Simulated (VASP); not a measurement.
Energy against volume of Al (fcc). Calculation: r2SCAN+rVV10, VASP's PBE PAW potentials (set 64) (plane waves; VASP). Run with 520 eV cut-off, 16×16×16 Γ-centred mesh, first-order Methfessel-Paxton smearing of 0.10 eV, potentials Al.

| V (Å³/atom) | E (eV/atom) |
|---|---|
| 15.269 | -6.67194 |
| 15.742 | -6.67775 |
| 16.214 | -6.67505 |
| 16.686 | -6.66525 |

Q: Fit these four points and predict the energy of the run at 14.797 Å³/atom.

A: A cubic in V^(−2/3), the third-order Birch-Murnaghan form, passes through the four points with V0 = 15.82 Å³/atom and B0 = 94 GPa, and gives -6.6560 eV/atom there. The run gave -6.6560 eV/atom, +0.0 meV/atom from the fit; all five points give B0 = 94 GPa.

The compound is Al in the fcc structure. It was relaxed first.
